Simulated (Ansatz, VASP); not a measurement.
# ZrB2O5 (ZrB2O5 (P2_1/c)) in two plane-wave programs

One calculation is typed for both programs; each brings its own data sets. How far apart do they land? Of the first pair: The structure shown is the start of the Ansatz relaxation below; VASP solves that cell, so the two are compared at the walk's first step.

Calculated with Ansatz 0.2.0; plane waves, with VASP 6.6.1 beside it; r2SCAN.

### Step 1. Set-up

It takes space group P2_1/c (No. 14, monoclinic). The conventional cell has a = 4.407 Å, b = 6.942 Å, c = 8.997 Å, α = 90.00°, β = 90.89°, γ = 90.00°. Zr has 8 O at 2.09 to 2.42 Å nearest. B has 4 O at 1.42 to 1.54 Å nearest. B has 4 O at 1.45 to 1.50 Å nearest. Nearest to O lie 1 B at 1.42 Å and 2 Zr at 2.15 to 2.27 Å. O has 2 B at 1.50 to 1.54 Å and 2 Zr at 2.31 to 2.42 Å nearest. O has 2 B at 1.46 to 1.47 Å and 1 Zr at 2.19 Å nearest. Farther neighbours and most contacts between anions are not listed.

### Step 2. Ansatz: relaxation, r2SCAN

Ansatz runs on its PAW soft_1 files.

The two programs are compared at the cell with which this relaxation starts, whose forces are those of its first step.

input.yaml

```yaml
crystal:
  lattice:
    - [4.4074238, 0.0, 0.0]
    - [0.0, 6.9417684, 0.0]
    - [-0.1402669, 0.0, 8.9955567]
  atoms:
    - { symbol: Zr, position: [0.99877286, 0.11250747, 0.32897452] }
    - { symbol: Zr, position: [0.00122714, 0.61250747, 0.17102548] }
    - { symbol: Zr, position: [0.00122714, 0.88749253, 0.67102548] }
    - { symbol: Zr, position: [0.99877286, 0.38749253, 0.82897452] }
    - { symbol: B, position: [0.53563485, 0.41301947, 0.33399916] }
    - { symbol: B, position: [0.52706004, 0.72983502, 0.9232673] }
    - { symbol: B, position: [0.46436515, 0.58698053, 0.66600084] }
    - { symbol: B, position: [0.47293996, 0.27016498, 0.0767327] }
    - { symbol: B, position: [0.53563485, 0.08698053, 0.83399916] }
    - { symbol: B, position: [0.47293996, 0.22983502, 0.5767327] }
    - { symbol: B, position: [0.46436515, 0.91301947, 0.16600084] }
    - { symbol: B, position: [0.52706004, 0.77016498, 0.4232673] }
    - { symbol: O, position: [0.78604949, 0.59055805, 0.67922658] }
    - { symbol: O, position: [0.69295773, 0.34493939, 0.19232554] }
    - { symbol: O, position: [0.66883927, 0.89569363, 0.8500545] }
    - { symbol: O, position: [0.65136153, 0.27887846, 0.44602378] }
    - { symbol: O, position: [0.34863847, 0.72112154, 0.55397622] }
    - { symbol: O, position: [0.76772929, 0.59745058, 0.96752759] }
    - { symbol: O, position: [0.65136153, 0.22112154, 0.94602378] }
    - { symbol: O, position: [0.21395051, 0.09055805, 0.82077342] }
    - { symbol: O, position: [0.76772929, 0.90254942, 0.46752759] }
    - { symbol: O, position: [0.69295773, 0.15506061, 0.69232554] }
    - { symbol: O, position: [0.78604949, 0.90944195, 0.17922658] }
    - { symbol: O, position: [0.30704227, 0.84493939, 0.30767446] }
    - { symbol: O, position: [0.34863847, 0.77887846, 0.05397622] }
    - { symbol: O, position: [0.21395051, 0.40944195, 0.32077342] }
    - { symbol: O, position: [0.66883927, 0.60430637, 0.3500545] }
    - { symbol: O, position: [0.33116073, 0.10430637, 0.1499455] }
    - { symbol: O, position: [0.23227071, 0.09745058, 0.53247241] }
    - { symbol: O, position: [0.30704227, 0.65506061, 0.80767446] }
    - { symbol: O, position: [0.33116073, 0.39569363, 0.6499455] }
    - { symbol: O, position: [0.23227071, 0.40254942, 0.03247241] }
basis:
  ecutwfc: 500
  xc_grid: 2
hamiltonian:
  xc: r2scan
  pseudopotentials: { kind: paw, azcp: { folder: soft_1 } }
kpoints:
  mp_grid: { grid: [6, 4, 3] }
scf:
  occupations: { method: fermi_dirac, width: 0.01 }
  max_iter: 150
output:
  forces: true
  stress: true
relax:
  f_tol: 0.01
  max_steps: 60
  cell: {}
checkpoint:
  write: "../r2scan.run"
  compress: false
  write_wavefunctions: false
  write_every: 100000
```

On the command line:

```console
$ ansatz run input.yaml --threads 4 --pin off --max-ram 6594MiB --backend cpu --events-out ev --progress --plain --runs-dir out
```

Numbers of over 12 decimals in the logs are rounded to 6 here.

What it wrote:

```text
Engine: ansatz 0.2.0, aarch64-unknown-linux-gnu
Pseudopotentials: kind: paw
Pseudopotential: Zr, paw, valence charge 12, recommended cutoff 500 eV (meta_gga), soft_1/Zr.paw.azcp
Pseudopotential: B, paw, valence charge 3, recommended cutoff 500 eV (meta_gga), soft_1/B.paw.azcp
Pseudopotential: O, paw, valence charge 6, recommended cutoff 500 eV (meta_gga), soft_1/O.paw.azcp
Functional definition: r2SCAN
  parameter k0 = 0.174
  parameter k1 = 0.065
  parameter a1 = 4.9479
  exchange = r2scan_x(k0 = k0, k1 = k1, a1 = a1)
  correlation = r2scan_c
Crystal: 32 atoms, lattice volume = 275.222 Å³
Basis set: ecut = 500 eV, 6961 PW (Γ), exchange–correlation on 72×108×144 points (8 copies of the dense FFT grid, shifted against one another)
Bands: 128, of which v1, the nominal top of the filled ones, is band 96 counted from 1 (95 counted from 0)
Symmetry: 4 space group operations
Space group: P21/c (ITA 14), of the structure as read, at distance tolerance 6.5e-5 Å
k-points: 30 of 72
Non-local potential: Zr, projectors of the file, l = 0: 3, l = 1: 2, l = 2: 2, l = 3: 1
Non-local potential: B, projectors of the file, l = 0: 2, l = 1: 2, l = 2: 1
Non-local potential: O, projectors of the file, l = 0: 2, l = 1: 2, l = 2: 1
PAW form: soft (Blöchl's): semilocal exchange-correlation on the pseudo side does not see the compensation charge
PAW frozen core: Zr, regenerated for the run's functional (the file was generated under x = pbe(κ = 0.804, μ = 0.219515), c = pbe(β = 0.066725))
PAW frozen core: B, regenerated for the run's functional (the file was generated under x = pbe(κ = 0.804, μ = 0.219515), c = pbe(β = 0.066725))
PAW frozen core: O, regenerated for the run's functional (the file was generated under x = pbe(κ = 0.804, μ = 0.219515), c = pbe(β = 0.066725))
PAW one-centre angular grid: Zr, 590 points (default); XC on 160 Gauss nodes
PAW one-centre angular grid: B, 302 points (default); XC on 223 of its mesh's 2233 points in the sphere
PAW one-centre angular grid: O, 302 points (default); XC on 160 Gauss nodes
Initial density: superposition of atomic densities (chi_scale 0.1, normalization cell, long waves kept (reshape's long-wave potential 0.07 eV rms))
Initial wavefunctions: pseudopotential atomic-orbital guess
Functional: x = r2scan, c = r2scan; τ floored in thin density (d = 2e-4 eV/Å³)
SCF iter   1: F=—  HF=-29450.547716 eV  |F-HF|=—  |Δ(HF+E_count)|=         —  Δρ=9.69e-2  dr2=2.41e1  dr2_τ=4.38e0  ethr=3.10e-3  ⟨swp⟩=6.0  Hψ=13801  notcnv=0  defer=478
preconditioner: auto → Resta (q_TF=auto, 2.569 Å⁻¹)  ε∞=3.7  [insulator: Δε(μ)=4.244 eV  Ē_g=18.572 eV  σ=0.010 eV  W_gap=1.00  n_scr=76 (ndim 8)  ℏωp=30.4 eV  f_vac=0.005  D(μ)=0.00/eV (n_scr^D=0)  ε∞_Penn≈3.7]
SCF iter   2: F=—  HF=-29448.466670 eV  |F-HF|=—  |Δ(HF+E_count)|=    2.08e0  Δρ=4.51e-2  dr2=4.60e0  dr2_τ=4.90e-1  ethr=3.10e-3  ⟨swp⟩=2.1  Hψ=6918  notcnv=0  defer=840
SCF iter   3: F=—  HF=-29449.114385 eV  |F-HF|=—  |Δ(HF+E_count)|=   6.48e-1  Δρ=1.76e-2  dr2=7.62e-1  dr2_τ=7.88e-2  ethr=2.39e-3  ⟨swp⟩=2.5  Hψ=4727  notcnv=0  defer=330
automatic band count: iteration 3 solves 111 bands in place of 128: the levels show a gap, and the empty bands left out lie too high to hold charge; the band table lists the bands solved (type scf.n_extra_bands for more)
SCF iter   4: F=—  HF=-29449.162380 eV  |F-HF|=—  |Δ(HF+E_count)|=   4.80e-2  Δρ=4.53e-3  dr2=3.70e-2  dr2_τ=6.36e-3  ethr=3.97e-4  ⟨swp⟩=2.0  Hψ=5183  notcnv=0  defer=330
SCF iter   5: F=—  HF=-29449.171925 eV  |F-HF|=—  |Δ(HF+E_count)|=   9.54e-3  Δρ=1.42e-3  dr2=3.49e-3  dr2_τ=5.24e-4  ethr=1.93e-5  ⟨swp⟩=2.0  Hψ=5969  notcnv=0  defer=330
SCF iter   6: F=—  HF=-29449.172050 eV  |F-HF|=—  |Δ(HF+E_count)|=   1.25e-4  Δρ=4.92e-4  dr2=4.98e-4  dr2_τ=6.49e-5  ethr=1.82e-6  ⟨swp⟩=2.0  Hψ=5682  notcnv=0  defer=330
SCF iter   7: F=—  HF=-29449.172178 eV  |F-HF|=—  |Δ(HF+E_count)|=   1.28e-4  Δρ=1.26e-4  dr2=3.65e-5  dr2_τ=2.23e-6  ethr=2.59e-7  ⟨swp⟩=2.4  Hψ=5056  notcnv=0  defer=330
SCF iter   8: F=—  HF=-29449.172623 eV  |F-HF|=—  |Δ(HF+E_count)|=   4.45e-4  Δρ=3.81e-5  dr2=3.25e-6  dr2_τ=3.44e-7  ethr=1.90e-8  ⟨swp⟩=2.0  Hψ=5389  notcnv=0  defer=330
SCF iter   9: F=—  HF=-29449.172623 eV  |F-HF|=—  |Δ(HF+E_count)|=   2.03e-8  Δρ=1.37e-5  dr2=4.28e-7  dr2_τ=5.65e-8  ethr=1.69e-9  ⟨swp⟩=2.0  Hψ=5325  notcnv=0  defer=330
SCF iter  10: F=-29449.172623 eV  HF=-29449.172623 eV  |F-HF|=4.88e-9  |Δ(HF+E_count)|=   6.96e-9  Δρ=2.84e-6  dr2=2.64e-8  dr2_τ=1.61e-9  ethr=5.21e-11  ⟨swp⟩=4.2  Hψ=11272  notcnv=0
SCF 1 converged in 10 iterations: F = -29449.172623 eV  dr2 = 2.64e-8
  greatest PAW one-centre occupation: 1.005 electrons in one spin orbital (limit 2), on the Zr atom at site 3 (counted from 0), in its partial waves of l = 0
[...]
SCF iter   3: F=—  HF=-29449.175730 eV  |F-HF|=—  |Δ(HF+E_count)|=   2.87e-7  Δρ=1.08e-5  dr2=1.88e-7  dr2_τ=4.87e-8  ethr=1.38e-9  ⟨swp⟩=2.0  Hψ=5459  notcnv=0
SCF iter   4: F=—  HF=-29449.175730 eV  |F-HF|=—  |Δ(HF+E_count)|=   2.64e-8  Δρ=4.26e-6  dr2=2.27e-8  dr2_τ=3.28e-9  ethr=9.80e-11  ⟨swp⟩=2.0  Hψ=5359  notcnv=0
[...]
relax step   5: F+E_penalty+E_count = -29449.17530617 eV  Δ(F+E_penalty+E_count) = +4.235e-4 eV  max|allowed force component| = 3.024e-3 eV/Å  Δτ_max = 0.0000 Å  P = +0.009 GPa  Ω = 274.759 Å³  stress off target by 2.29e-2 GPa  SCF on the basis re-selected at this cell (its energy is not comparable with the rows above)  (4 SCF iters)
basis re-selected at this cell: Δ(F+E_penalty+E_count) = +4.235e-4 eV, ΔP = +0.001 GPa vs the last step (what re-selecting the basis moved, of the pressure what is left beyond the Pulay correction that the steps carried, after the strain that the cell walked since its last selection, with what the two solves' SCF thresholds leave and, on support functions, any second-order correction that the steps lacked; it is no m [...]
SCF converged after 4 iterations
Free energy (F): -29449.175306 eV
Harris-Foulkes:  -29449.175306 eV  (|F-HF|=2.18e-11)
Internal energy: -29449.175306 eV  (E = F + TS)
E sigma→0 (E₀):  -29449.175306 eV
Fermi energy:    10.821578 eV
--- Per-component energies (eV) ---
  E_band       = -588.727116
  E_kinetic    = 5101.726566
  E_local      = -9071.736715  (includes V_loc(G=0)·N_el)
  E_nonlocal   = 1384.960345
  E_hartree    = 3161.324857
  E_xc         = -2284.421930
  E_vxc        = -3205.777153  (∫ρ·V_xc dr)
  E_paw        = -15866.549107  (= ΣΔE_a)
  E_vpaw       = -1316.514902  (= ΣTr[D̂ρ^β])
  E_aug_tail   = 0.005509  (compensation charges beyond the density's cutoff)
  E_vtau       = 195.959469  (kinetic-family band-sum trace: ∫τ·v_τ [+ j·A + Jᵃ·Aᵃ] dr)
  E_ewald      = -11873.039502
  E_core_change = -1.445328  (= ΣΔE_core)
  E_smearing   = -0.000000  (= −TS)
  E_closure    = -0.000000  (closes the sum)
  Σ components = -29449.175306   (vs F -29449.175306, Δ=0.00e0)
--- Forces (eV/Å), atoms counted from 1 ---
  atom   1  Zr    -0.00043267     0.00010157     0.00163581
  atom   2  Zr     0.00043267     0.00010157    -0.00163581
  atom   3  Zr     0.00043267    -0.00010157    -0.00163581
  atom   4  Zr    -0.00043267    -0.00010157     0.00163581
  atom   5  B     -0.00041046    -0.00163990    -0.00302202
  atom   6  B      0.00046771     0.00031790    -0.00184331
  atom   7  B      0.00041046     0.00163990     0.00302202
  atom   8  B     -0.00046771    -0.00031790     0.00184331
  atom   9  B     -0.00041046     0.00163990    -0.00302202
  atom  10  B     -0.00046771     0.00031790     0.00184331
  atom  11  B      0.00041046    -0.00163990     0.00302202
  atom  12  B      0.00046771    -0.00031790    -0.00184331
  atom  13  O      0.00120366    -0.00004341     0.00156974
  atom  14  O     -0.00035821     0.00057417     0.00178778
  atom  15  O      0.00144581    -0.00205460     0.00079139
  atom  16  O      0.00302398    -0.00084296    -0.00107864
  atom  17  O     -0.00302398     0.00084296     0.00107864
  atom  18  O      0.00054385    -0.00031689     0.00004888
  atom  19  O      0.00302398     0.00084296    -0.00107864
  atom  20  O     -0.00120366    -0.00004341    -0.00156974
  atom  21  O      0.00054385     0.00031689     0.00004888
  atom  22  O     -0.00035821    -0.00057417     0.00178778
  atom  23  O      0.00120366     0.00004341     0.00156974
  atom  24  O      0.00035821     0.00057417    -0.00178778
  atom  25  O     -0.00302398    -0.00084296     0.00107864
  atom  26  O     -0.00120366     0.00004341    -0.00156974
  atom  27  O      0.00144581     0.00205460     0.00079139
  atom  28  O     -0.00144581     0.00205460    -0.00079139
  atom  29  O     -0.00054385    -0.00031689    -0.00004888
  atom  30  O      0.00035821    -0.00057417    -0.00178778
  atom  31  O     -0.00144581    -0.00205460    -0.00079139
  atom  32  O     -0.00054385     0.00031689    -0.00004888
  max |Σ_I F_I| component: 1.08e-18 eV/Å
--- Stress (GPa, compression-positive) ---
        0.009867      -0.000000       0.002954
       -0.000000       0.022949       0.000000
        0.002950       0.000000      -0.005494
  P = ⅓ Tr σ = 0.0091 GPa (0.091 kbar)
--- Relaxed structure (4 steps of the walk, 4 accepted, 1 SCFs on fresh bases) ---
  F+E_penalty+E_count = -29449.17530617 eV   max|allowed force component| = 3.024e-3 eV/Å   (the final SCF, on the basis selected at the relaxed cell)
  cell:  # Å, volume = 274.7591 Å³
    - [4.406061, 0.0, -0.00153543]
    - [0.0, 6.938383, 0.0]
    - [-0.143357, 0.0, 8.987640]
  atoms:
    - { symbol: Zr, position: [0.998716, 0.112511, 0.328956] }
    - { symbol: Zr, position: [0.00128357, 0.612511, 0.171044] }
    - { symbol: Zr, position: [0.00128357, 0.887489, 0.671044] }
    - { symbol: Zr, position: [0.998716, 0.387489, 0.828956] }
    - { symbol: B, position: [0.535402, 0.412978, 0.333999] }
    - { symbol: B, position: [0.527448, 0.730107, 0.923262] }
    - { symbol: B, position: [0.464598, 0.587022, 0.666001] }
    - { symbol: B, position: [0.472552, 0.269893, 0.076738] }
    - { symbol: B, position: [0.535402, 0.087022, 0.833999] }
    - { symbol: B, position: [0.472552, 0.230107, 0.576738] }
    - { symbol: B, position: [0.464598, 0.912978, 0.166001] }
    - { symbol: B, position: [0.527448, 0.769893, 0.423262] }
    - { symbol: O, position: [0.785732, 0.590296, 0.679129] }
    - { symbol: O, position: [0.692157, 0.344889, 0.192355] }
    - { symbol: O, position: [0.669166, 0.896002, 0.850346] }
    - { symbol: O, position: [0.651148, 0.279038, 0.446148] }
    - { symbol: O, position: [0.348852, 0.720962, 0.553852] }
    - { symbol: O, position: [0.767789, 0.597829, 0.967570] }
    - { symbol: O, position: [0.651148, 0.220962, 0.946148] }
    - { symbol: O, position: [0.214268, 0.090296, 0.820871] }
    - { symbol: O, position: [0.767789, 0.902171, 0.467570] }
    - { symbol: O, position: [0.692157, 0.155111, 0.692355] }
    - { symbol: O, position: [0.785732, 0.909704, 0.179129] }
    - { symbol: O, position: [0.307843, 0.844889, 0.307645] }
    - { symbol: O, position: [0.348852, 0.779038, 0.053852] }
    - { symbol: O, position: [0.214268, 0.409704, 0.320871] }
    - { symbol: O, position: [0.669166, 0.603998, 0.350346] }
    - { symbol: O, position: [0.330834, 0.103998, 0.149654] }
    - { symbol: O, position: [0.232211, 0.097829, 0.532430] }
    - { symbol: O, position: [0.307843, 0.655111, 0.807645] }
    - { symbol: O, position: [0.330834, 0.396002, 0.649654] }
    - { symbol: O, position: [0.232211, 0.402171, 0.032430] }
```

Reading the cycles: dr2 is the Hartree energy of the density residual (eV), the measure of convergence; HF is the Harris–Foulkes estimate of the energy, which meets the free energy F at convergence.

### Step 3. VASP: single point, r2SCAN, start cell, pair 1

The same cell, functional, mesh and smearing now go to VASP, with its own data sets.

Lines of VASP's logs that name or quote its potential files are left out, and so is its time.

INCAR

```
SYSTEM = ZrB2O5
PREC = Accurate
ENCUT = 580
EDIFF = 1E-06
NELM = 120
ISMEAR = -1
SIGMA = 0.01
LREAL = Auto
ALGO = Normal
METAGGA = R2SCAN
LASPH = .TRUE.
NBANDS = 120
LORBIT = 11
LWAVE = .FALSE.
LCHARG = .FALSE.
ISIF = 2
GGA_COMPAT = .FALSE.
EFERMI = MIDGAP
LMIXTAU = .TRUE.
KPAR = 4
```

POSCAR

```
ZrB2O5
1.0
    4.4074240000      0.0000000000      0.0000000000
    0.0000000000      6.9417680000      0.0000000000
   -0.1402670000      0.0000000000      8.9955570000
Zr B O
4 8 20
Direct
    0.9987728125      0.1125074693      0.3289744871
    0.0012270723      0.6125074693      0.1710254574
    0.0012270723      0.8874925307      0.6710254574
    0.9987728125      0.3874925307      0.8289744871
    0.5356347736      0.4130194930      0.3339991343
    0.5270600080      0.7298350002      0.9232672586
    0.4643651112      0.5869805070      0.6660008103
    0.4729398768      0.2701649998      0.0767326860
    0.5356347736      0.0869805070      0.8339991343
    0.4729398768      0.2298350002      0.5767326860
    0.4643651112      0.9130194930      0.1660008103
    0.5270600080      0.7701649998      0.4232672586
    0.7860494185      0.5905580538      0.6792265616
    0.6929576494      0.3449393944      0.1923255281
    0.6688392329      0.8956936475      0.8500544492
    0.6513614679      0.2788784500      0.4460237705
    0.3486384169      0.7211215500      0.5539761741
    0.7677292195      0.5974505702      0.9675275528
    0.6513614679      0.2211215500      0.9460237705
    0.2139504663      0.0905580538      0.8207733830
    0.7677292195      0.9025494298      0.4675275528
    0.6929576494      0.1550606056      0.6923255281
    0.7860494185      0.9094419462      0.1792265616
    0.3070422354      0.8449393944      0.3076744165
    0.3486384169      0.7788784500      0.0539761741
    0.2139504663      0.4094419462      0.3207733830
    0.6688392329      0.6043063525      0.3500544492
    0.3311606519      0.1043063525      0.1499454954
    0.2322706653      0.0974505702      0.5324723917
    0.3070422354      0.6550606056      0.8076744165
    0.3311606519      0.3956936475      0.6499454954
    0.2322706653      0.4025494298      0.0324723917
```

KPOINTS

```
Automatic mesh
0
Gamma
6 4 3
0 0 0
```

The projector-augmented-wave data sets are Zr_sv, B and O (PBE family, release 64).

On the command line:

```console
$ mpirun -np 4 vasp_std
```

What it wrote:

```text
[banner, memory and clock lines left out]
running    4 mpi-ranks, on    1 nodes
[...]
|                                                                             |
|               ----> ADVICE to this user running VASP <----                  |
|                                                                             |
|     You enforced a specific xc type in the INCAR file but a different       |
|     [... a line on the potential file left out ...]
|     I HOPE YOU KNOW WHAT YOU ARE DOING!                                     |
|                                                                             |

 LDA part: xc-table for (None), standard interpolation
 POSCAR, INCAR and KPOINTS ok, starting setup
[...]
entering main loop
       N       E                     dE             d eps       ncg     rms          rms(c)
DAV:   1     0.156036525508E+04    0.15604E+04   -0.11824E+05  7264   0.180E+03
DAV:   2    -0.330365161438E+03   -0.18907E+04   -0.18220E+04  8656   0.456E+02
DAV:   3    -0.461575624856E+03   -0.13121E+03   -0.13040E+03  8872   0.119E+02
DAV:   4    -0.471180165119E+03   -0.96045E+01   -0.95818E+01 13168   0.225E+01
[...]
DAV:  24    -0.366550679556E+03   -0.33607E-05   -0.44336E-06  6696   0.837E-03    0.179E-03
DAV:  25    -0.366550681700E+03   -0.21447E-05   -0.10484E-06  4320   0.490E-03    0.829E-04
DAV:  26    -0.366550681863E+03   -0.16283E-06   -0.20553E-07  4288   0.180E-03
   1 F= -.36655068E+03 E0= -.36655068E+03  d E =0.000000E+00
```

Parts of OUTCAR (step 3):

```text
  Total        0.3111239      0.2354184      0.2753288      0.0000000      0.0000000     -0.0836739
  in kB        1.8111773      1.3704652      1.6027998      0.0000000      0.0000000     -0.4870993
  external PRESSURE =       1.5948141 kB  Pullay stress =       0.0000000 kB

 POSITION                                       TOTAL-FORCE (eV/Angst)
 -----------------------------------------------------------------------------------
      4.35587      0.78100      2.95931        -0.001702      0.011822      0.005285
     -0.01858      4.25188      1.53847         0.001702      0.011822     -0.005285
     -0.08871      6.16077      6.03625         0.001702     -0.011822     -0.005285
      4.28574      2.68988      7.45709        -0.001702     -0.011822      0.005285
      2.31392      2.86709      3.00451        -0.005238      0.003020     -0.003647
      2.19347      5.06635      8.30530         0.000460     -0.019374     -0.004711
      1.95324      4.07468      5.99105         0.005238     -0.003020      0.003647
      2.07368      1.87542      0.69025        -0.000460      0.019374      0.004711
      2.24379      0.60380      7.50229        -0.005238     -0.003020     -0.003647
      2.00355      1.59546      5.18803        -0.000460     -0.019374      0.004711
      2.02337      6.33797      1.49327         0.005238      0.003020      0.003647
      2.26361      5.34631      3.80752         0.000460      0.019374     -0.004711
      3.36918      4.09952      6.11002         0.011553     -0.006509     -0.004117
      3.02718      2.39449      1.73008         0.009049      0.005329      0.003230
[...]
-----------------------------------------------------------------------------------
    total drift:                                0.007518     -0.000000      0.003789

  FREE ENERGIE OF THE ION-ELECTRON SYSTEM (eV)
  ---------------------------------------------------
  free  energy   TOTEN  =      -366.5506818631 eV

  energy  without entropy=     -366.5506818631  energy(sigma->0) =     -366.55068186

[... 3 further parts left out ...]
[key lines of the parts left out:]
E-fermi :   6.8140
```

The run ends at a pressure of 0.16 GPa, with forces up to 0.021 eV/Å.

### Step 4. Side by side

Known differences besides the potentials themselves: VASP keeps PBE cores, Ansatz makes them for the functional; the cutoff is 500 eV in Ansatz and 580 eV in VASP (PREC = Accurate, projectors in real space). Total energies have different zeros and are not compared.

The largest component of a force difference here is 110 meV/Å.

[end of part 1 of 2]

[Lines on the potential files, build, host, timing and source positions are cut from VASP's logs without a mark.]

[Logs are printed without paths, hosts, clocks, repeated set-up lines and the standing remarks that a program may print on its own settings, such as how far it seeks lower states.]

[Hosts, paths, dates, database ids (printed as entryN), source tags and the programs' standing remarks are cut or masked in the printed files.]
